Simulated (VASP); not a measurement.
**GW on PbSe (Clausthalite): a test of the settings**

How far does the GW correction to the gap of PbSe (Clausthalite) depend on the settings? The starting structure is a measured crystal structure from the Crystallography Open Database. Cell and atoms stay as given.

Program: VASP 6.6.1. Level of theory: GW on LDA orbitals, with plane waves and PAW data sets made for GW. Results are calculated unless marked as measured.

## Step 1: The starting structure

Symmetry: Fm-3m, No. 225, cubic system. Conventional cell: a = 6.121 Å, b = 6.121 Å, c = 6.121 Å, α = 90.00°, β = 90.00°, γ = 90.00°. Nearest to Pb lie 6 Se at 3.06 Å. Nearest to Se lie 6 Pb at 3.06 Å. Farther neighbours and most contacts between anions are not listed.

Structure file:

```cif
data_structure
_symmetry_space_group_name_H-M 'Fm-3m'
_symmetry_Int_Tables_number 225
_cell_length_a 6.1213
_cell_length_b 6.1213
_cell_length_c 6.1213
_cell_angle_alpha 90.000
_cell_angle_beta 90.000
_cell_angle_gamma 90.000
_cell_volume 229.37
loop_
_atom_site_label
_atom_site_type_symbol
_atom_site_symmetry_multiplicity
_atom_site_Wyckoff_symbol
_atom_site_fract_x
_atom_site_fract_y
_atom_site_fract_z
_atom_site_occupancy
Pb1 Pb 4 a 0.00000 0.00000 0.00000 1
Se1 Se 4 b 0.50000 0.00000 0.00000 1
```

## Step 2: G0W0 (response cutoff 100 eV, 3×3×3 mesh)

It reads the orbitals and their derivatives (WAVECAR and WAVEDER) of a run with the empty bands, which follows a ground-state run; neither is shown.

Contents of INCAR:

```
SYSTEM = PbSe
PREC = Accurate
ENCUT = 300
ISMEAR = 0
SIGMA = 0.01
LREAL = .FALSE.
GGA = CA
NBANDS = 132
ALGO = EVGW0
NELMGW = 1
ENCUTGW = 100
NOMEGA = 40
PRECFOCK = Fast
NBANDSGW = 20
LWAVE = .FALSE.
LCHARG = .FALSE.
```

Contents of POSCAR:

```
PbSe
1.0
    0.0000000000      3.0606500000      3.0606500000
    3.0606500000      0.0000000000      3.0606500000
    3.0606500000      3.0606500000      0.0000000000
Pb Se
1 1
Direct
    0.0000000000      0.0000000000      0.0000000000
    0.5000000000      0.5000000000      0.5000000000
```

Contents of KPOINTS:

```
Automatic mesh
0
Gamma
3 3 3
0 0 0
```

Potentials, in the order of the species: Pb_d_GW and Se_GW (LDA family, release 64).

Started as:

```console
$ mpirun -np 4 vasp_std
```

What it wrote:

```text
[banner, memory and clock lines left out]
running    4 mpi-ranks, on    1 nodes
 distrk:  each k-point on    4 cores,    1 groups
 distr:  one band on    1 cores,    4 groups

 POSCAR found type information on POSCAR PbSe
 POSCAR found :  2 types and       2 ions
|                                                                             |
|           W    W    AA    RRRRR   N    N  II  N    N   GGGG   !!!           |
|           W    W   A  A   R    R  NN   N  II  NN   N  G    G  !!!           |
|           W    W  A    A  R    R  N N  N  II  N N  N  G       !!!           |
|           W WW W  AAAAAA  RRRRR   N  N N  II  N  N N  G  GGG   !            |
|           WW  WW  A    A  R   R   N   NN  II  N   NN  G    G                |
|           W    W  A    A  R    R  N    N  II  N    N   GGGG   !!!           |
|                                                                             |
|     The default for ENCUTGWSOFT is different in this version of VASP.       |
|     please manually set ENCUTGWSOFT =100 in the INCAR file.                 |
|                                                                             |

 LDA part: xc-table for (Slater(with rela. corr.)+CA(PZ))
 , standard interpolation
 found WAVECAR, reading the header
 POSCAR, INCAR and KPOINTS ok, starting setup
 FFT: planning ... GRIDC
 FFT: planning ... GRID_SOFT
 FFT: planning ... GRID
 reading WAVECAR
 the WAVECAR file was read successfully
 initial charge from wavefunction
 available memory per node:    118.80 GB, setting MAXMEM to    121648

 The Fermi energy was updated, please check that it is located mid-gap
 values below the HOMO (VB) or above the LUMO (CB) will cause erroneous energies
 E-fermi :   3.3063

 calculate exact exchange contribution
 the WAVEDER file was read successfully
|                                                                             |
|           W    W    AA    RRRRR   N    N  II  N    N   GGGG   !!!           |
|           W    W   A  A   R    R  NN   N  II  NN   N  G    G  !!!           |
|           W    W  A    A  R    R  N N  N  II  N N  N  G       !!!           |
|           W WW W  AAAAAA  RRRRR   N  N N  II  N  N N  G  GGG   !            |
|           WW  WW  A    A  R   R   N   NN  II  N   NN  G    G                |
|           W    W  A    A  R    R  N    N  II  N    N   GGGG   !!!           |
|                                                                             |
|     Automatic setting of frequency mesh for GW failed. Frequency mesh       |
|     properly not suitable for determining QP energies. Consider             |
|     increasing number of kpoints.                                           |
|                                                                             |

energies w=
    0.000    0.000    2.353    0.000    4.693    0.000    7.009    0.000
    9.292    0.000   11.533    0.000   13.730    0.000   15.880    0.000
   17.985    0.000   20.047    0.000   22.072    0.000   24.067    0.000
   26.038    0.000   27.994    0.000   29.946    0.000   31.902    0.000
   33.875    0.000   35.878    0.000   37.922    0.000   40.024    0.000
   42.201    0.000   44.472    0.000   46.861    0.000   49.394    0.000
   52.104    0.000   55.030    0.000   58.221    0.000   61.739    0.000
   65.663    0.000   70.092    0.000   75.163    0.000   81.058    0.000
   88.028    0.000   96.435    0.000  106.810    0.000  119.970    0.000
  137.237    0.000  160.899    0.000  195.282    0.000  249.675    0.000
 responsefunction array rank=     140
 LDA part: xc-table for (Slater(with rela. corr.)+CA(PZ))
 , standard interpolation

 min. memory requirement per mpi rank     78.8 MB, per node    315.4 MB

 allocating  10 responsefunctions rank=   140
 shmem allocating  40 responsefunctions rank=   140
 response function shared by NCSHMEM nodes    1
 Doing           10  frequencies on each core in blocks of           40
NQ=   1    0.0000    0.0000    0.0000,
|.........|.........|.........|.........|.........|.........|.........|.........
 performed         92000 updates of chi_q(r,r)
 total number of BLAS operations         13.96 Gflops
NQ=   2    0.3333    0.0000    0.0000,
|.........|.........|.........|.........|.........|.........|.........|.........
 performed        285000 updates of chi_q(r,r)
 total number of BLAS operations         43.42 Gflops
NQ=   3    0.3333    0.3333    0.0000,
|.........|.........|.........|.........|.........|.........|.........|.........
 performed        457000 updates of chi_q(r,r)
 total number of BLAS operations         66.34 Gflops
NQ=   4   -0.3333    0.3333    0.0000,
|.........|.........|.........|.........|.........|.........|.........|.........
 performed        660000 updates of chi_q(r,r)
 total number of BLAS operations         92.23 Gflops
 resolving degeneracies of screened two electron integrals

 calculate QP shifts <psi_nk| G(iteration)W_0 |psi_nk>: iteration 1
 entering main loop
```

Run time: 18 s. Hardware: 4 MPI ranks of AMD EPYC 7R43, shared host; peak memory 0.48 GiB.

Lines that name or quote the potential files are left out of all logs, and their timing lines are given in words.

OUTCAR, selected parts (step 2):

```text
ion  position               nearest neighbor table
   1  0.000  0.000  0.000-
   2  0.500  0.500  0.500-

  LATTYP: Found a face centered cubic cell.
 ALAT       =     6.1213000000

 Subroutine GETGRP returns: Found 48 space group operations
 (whereof 48 operations were pure point group operations)

The static configuration has the point symmetry O_h .

 Found      4 irreducible k-points:

   k-points           NKPTS =      4   k-points in BZ     NKDIM =     27   number of bands    NBANDS=    132

   dimension x,y,z NGX =    24 NGY =   24 NGZ =   24
   dimension x,y,z NGXF=    48 NGYF=   48 NGZF=   48

   ENCUT  =  300.0 eV  22.05 Ry    4.70 a.u.   6.11  6.11  6.11*2*pi/ulx,y,z

   NELECT =      22.0000    total number of electrons

  energy-cutoff  :      300.00
  volume of cell :       57.34
      direct lattice vectors                 reciprocal lattice vectors
     0.000000000  3.060650000  3.060650000    -0.163363991  0.163363991  0.163363991
     3.060650000  0.000000000  3.060650000     0.163363991 -0.163363991  0.163363991
     3.060650000  3.060650000  0.000000000     0.163363991  0.163363991 -0.163363991

 k-points in reciprocal lattice and weights: Automatic mesh
   0.00000000  0.00000000  0.00000000       0.037
   0.33333333  0.00000000  0.00000000       0.296
   0.33333333  0.33333333  0.00000000       0.222
  -0.33333333  0.33333333  0.00000000       0.444

 E-fermi :   3.3063

 QP shifts <psi_nk| G(iteration)W_0 |psi_nk>: iteration 1
 for sc-GW calculations column KS-energies equals QP-energies in previous step
 and V_xc(KS)=  KS-energies - (<T + V_ion + V_H > + <T+V_H+V_ion>^1  + <V_x>^1)
 k-point   1 :       0.0000    0.0000    0.0000
  band No.  KS-energies  QP-energies   sigma(KS)   V_xc(KS)     V^pw_x(r,r')   Z            occupation Imag(sigma)
    ...
      8      -3.3528      -4.8719     -14.4391     -12.6216     -16.0985       0.8358       2.0000       0.9330
      9       1.1525       0.2347     -12.8762     -11.7650     -14.3520       0.8260       2.0000       0.7164
     10       1.1525       0.2347     -12.8762     -11.7650     -14.3520       0.8260       2.0000       0.7164
     11       1.1525       0.2347     -12.8762     -11.7650     -14.3520       0.8260       2.0000       0.7164
     12       7.6405       8.5343      -9.5194     -10.5568      -5.8578       0.8616       0.0000      -0.9281
     13       7.6405       8.5343      -9.5194     -10.5568      -5.8578       0.8616       0.0000      -0.9281
     14       7.6405       8.5343      -9.5194     -10.5568      -5.8578       0.8616       0.0000      -0.9281
     15       9.5256      10.2033      -7.6850      -8.4739      -4.0410       0.8591       0.0000      -0.8185
    ...

 k-point   2 :       0.3333    0.0000    0.0000
  band No.  KS-energies  QP-energies   sigma(KS)   V_xc(KS)     V^pw_x(r,r')   Z            occupation Imag(sigma)
    ...
      8      -5.1905      -7.1164     -13.9598     -11.6765     -16.3331       0.8435       2.0000       1.2591
      9       1.4307       0.4805     -12.9021     -11.7494     -14.2479       0.8243       2.0000       0.6537
     10       1.4307       0.4805     -12.9021     -11.7494     -14.2479       0.8243       2.0000       0.6537
     11       2.3256       1.5408     -12.4239     -11.4827     -12.8633       0.8339       2.0000       0.4195
     12       4.2870       4.8655      -9.4850     -10.1651      -6.7701       0.8505       0.0000      -0.5254
     13       5.2353       5.8204      -9.3131      -9.9981      -6.3720       0.8541       0.0000      -0.6222
     14       5.2353       5.8204      -9.3131      -9.9981      -6.3720       0.8541       0.0000      -0.6222
     15      10.0274      10.9122      -7.3124      -8.3375      -3.4819       0.8632       0.0000      -0.9175
    ...

 k-point   3 :       0.3333    0.3333    0.0000
  band No.  KS-energies  QP-energies   sigma(KS)   V_xc(KS)     V^pw_x(r,r')   Z            occupation Imag(sigma)
    ...
      8      -4.5786      -6.4274     -14.1333     -11.9315     -16.1731       0.8397       2.0000       1.1055
      9      -0.1656      -1.3122     -11.9814     -10.6138     -13.1697       0.8385       2.0000       0.6770
     10       0.0903      -0.9980     -12.4155     -11.1075     -14.0547       0.8321       2.0000       0.8080
     11       0.0903      -0.9980     -12.4155     -11.1075     -14.0547       0.8321       2.0000       0.8080
     12       6.8664       7.7891     -10.3266     -11.4165      -7.2942       0.8465       0.0000      -0.6887
     13       7.0466       7.5789      -7.1871      -7.8047      -3.8598       0.8619       0.0000      -0.7061
     14       8.0451       9.0847      -9.7772     -10.9894      -6.1589       0.8577       0.0000      -0.9237
     15       8.0451       9.0847      -9.7772     -10.9894      -6.1589       0.8577       0.0000      -0.9237
    ...

 k-point   4 :      -0.3333    0.3333    0.0000
  band No.  KS-energies  QP-energies   sigma(KS)   V_xc(KS)     V^pw_x(r,r')   Z            occupation Imag(sigma)
    ...
      8      -5.2806      -7.3385     -13.9012     -11.4694     -16.1016       0.8463       2.0000       1.2045
      9      -1.2724      -2.5693     -11.8768     -10.3400     -13.7683       0.8439       2.0000       0.9502
     10       0.6562      -0.3769     -12.4436     -11.1986     -13.8301       0.8297       2.0000       0.6918
     11       1.1101       0.1382     -12.1794     -11.0158     -12.9602       0.8353       2.0000       0.5285
     12       5.6437       6.4101      -9.8872     -10.7915      -7.0238       0.8475       0.0000      -0.5973
     13       6.2241       6.9317      -9.9461     -10.7781      -6.9516       0.8506       0.0000      -0.6627
     14       8.0239       9.1608      -9.6550     -10.9893      -6.1385       0.8521       0.0000      -0.8699
     15       9.8014      10.5887      -7.6366      -8.5484      -3.8595       0.8635       0.0000      -0.8896
    ...
```

G0W0 (response cutoff 100 eV, 3×3×3 mesh): the quasiparticle gap on this mesh is 3.325 eV, +1.363 eV from the LDA gap on the same points, with 132 bands.

## Step 3: G0W0 (response cutoff 160 eV, 3×3×3 mesh)

It reads the orbitals and their derivatives (WAVECAR and WAVEDER) of a run with the empty bands, which follows a ground-state run; neither is shown.

INCAR, as its differences from that of step 2:

```diff
@@ -7,6 +7,6 @@
 GGA = CA
-NBANDS = 132
+NBANDS = 264
 ALGO = EVGW0
 NELMGW = 1
-ENCUTGW = 100
+ENCUTGW = 160
 NOMEGA = 40
```

POSCAR is that of step 2.

KPOINTS is that of step 2.

Started as:

```console
$ mpirun -np 4 vasp_std
```

What it wrote:

```text
[banner, memory and clock lines left out]
running    4 mpi-ranks, on    1 nodes
[...]
|                                                                             |
|           W    W    AA    RRRRR   N    N  II  N    N   GGGG   !!!           |
|           W    W   A  A   R    R  NN   N  II  NN   N  G    G  !!!           |
|           W    W  A    A  R    R  N N  N  II  N N  N  G       !!!           |
|           W WW W  AAAAAA  RRRRR   N  N N  II  N  N N  G  GGG   !            |
|           WW  WW  A    A  R   R   N   NN  II  N   NN  G    G                |
|           W    W  A    A  R    R  N    N  II  N    N   GGGG   !!!           |
|                                                                             |
|     The default for ENCUTGWSOFT is different in this version of VASP.       |
|     please manually set ENCUTGWSOFT =160 in the INCAR file.                 |
|                                                                             |

 LDA part: xc-table for (Slater(with rela. corr.)+CA(PZ))
[...]
min. memory requirement per mpi rank    135.2 MB, per node    541.0 MB

 allocating  10 responsefunctions rank=   268
 shmem allocating  40 responsefunctions rank=   268
 response function shared by NCSHMEM nodes    1
 Doing           10  frequencies on each core in blocks of           40
NQ=   1    0.0000    0.0000    0.0000,
|.........|.........|.........|.........|.........|.........|.........|.........
 performed        192000 updates of chi_q(r,r)
 total number of BLAS operations        103.32 Gflops
NQ=   2    0.3333    0.0000    0.0000,
|.........|.........|.........|.........|.........|.........|.........|.........
 performed        585000 updates of chi_q(r,r)
 total number of BLAS operations        309.45 Gflops
NQ=   3    0.3333    0.3333    0.0000,
|.........|.........|.........|.........|.........|.........|.........|.........
 performed        935000 updates of chi_q(r,r)
 total number of BLAS operations        508.09 Gflops
NQ=   4   -0.3333    0.3333    0.0000,
|.........|.........|.........|.........|.........|.........|.........|.........
 performed       1349000 updates of chi_q(r,r)
 total number of BLAS operations        746.13 Gflops
 resolving degeneracies of screened two electron integrals

 calculate QP shifts <psi_nk| G(iteration)W_0 |psi_nk>: iteration 1
 entering main loop
[key lines of the parts left out:]
E-fermi :   3.3063
```

Elapsed: 38 s, on 4 MPI ranks; peak memory 0.7 GiB.

OUTCAR, selected parts (step 3):

```text
 QP shifts <psi_nk| G(iteration)W_0 |psi_nk>: iteration 1
 for sc-GW calculations column KS-energies equals QP-energies in previous step
 and V_xc(KS)=  KS-energies - (<T + V_ion + V_H > + <T+V_H+V_ion>^1  + <V_x>^1)
 k-point   1 :       0.0000    0.0000    0.0000
  band No.  KS-energies  QP-energies   sigma(KS)   V_xc(KS)     V^pw_x(r,r')   Z            occupation Imag(sigma)
    ...
      8      -3.3528      -5.1020     -14.7162     -12.6216     -16.0985       0.8351       2.0000       0.9266
      9       1.1525       0.0424     -13.1102     -11.7650     -14.3520       0.8252       2.0000       0.7103
     10       1.1525       0.0424     -13.1102     -11.7650     -14.3520       0.8252       2.0000       0.7103
     11       1.1525       0.0424     -13.1102     -11.7650     -14.3520       0.8252       2.0000       0.7103
     12       7.6405       8.3295      -9.7564     -10.5568      -5.8578       0.8607       0.0000      -0.9322
     13       7.6405       8.3295      -9.7564     -10.5568      -5.8578       0.8607       0.0000      -0.9322
     14       7.6405       8.3295      -9.7564     -10.5568      -5.8578       0.8607       0.0000      -0.9322
     15       9.5256      10.1204      -7.7816      -8.4739      -4.0410       0.8592       0.0000      -0.8199
    ...

[... 1 part as in an earlier step ...]

[... 2 further parts left out ...]
[key lines of the parts left out:]
E-fermi :   3.3063
```

G0W0 (response cutoff 160 eV, 3×3×3 mesh): the quasiparticle gap on this mesh is 3.357 eV, +1.396 eV from the LDA gap on the same points, with 264 bands.

[end of part 1 of 2]

[Lines on the potential files, build, host, timing and source positions are cut from VASP's logs without a mark.]

[Logs are printed without paths, hosts, clocks, repeated set-up lines and the standing remarks that a program may print on its own settings, such as how far it seeks lower states.]

[Hosts, paths, dates, database ids (printed as entryN), source tags and the programs' standing remarks are cut or masked in the printed files.]
